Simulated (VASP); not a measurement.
Given:

```
Nb3Si
1.0
    5.02449     0.00000     0.00000
    0.00000     5.02449     0.00000
    0.00000     0.00000     5.02449
Nb Si
6 2
Cartesian
  0.00000   2.51225   3.76837
  0.00000   2.51225   1.25612
  3.76837   0.00000   2.51225
  1.25612   0.00000   2.51225
  2.51225   3.76837   0.00000
  2.51225   1.25612   0.00000
  2.51225   2.51225   2.51225
  0.00000   0.00000   0.00000
```

These are LDA (Ceperley-Alder, Perdew-Zunger), VASP's LDA PAW potentials (set 64) (plane waves; VASP) values and carry that method's errors. Numerical set-up: 400 eV cut-off, 7×7×7 Γ-centred mesh, tetrahedra with Blöchl corrections, potentials Nb_sv Si.

Task: Predict the energy per atom (σ→0), band gap (on the k-mesh) with the smallest direct gap where there is one.

Result: 
```json
{
 "band gap (on the k-mesh)": "none (metal, semimetal or under 0.01 eV)",
 "energy per atom (σ→0)": "-10.337 eV/atom"
}
```

The structure comes from a computed database's Nb3Si entry (Pm-3n); how it stands against other phases isn't given here. It was relaxed first, which changed the volume by -6 %.
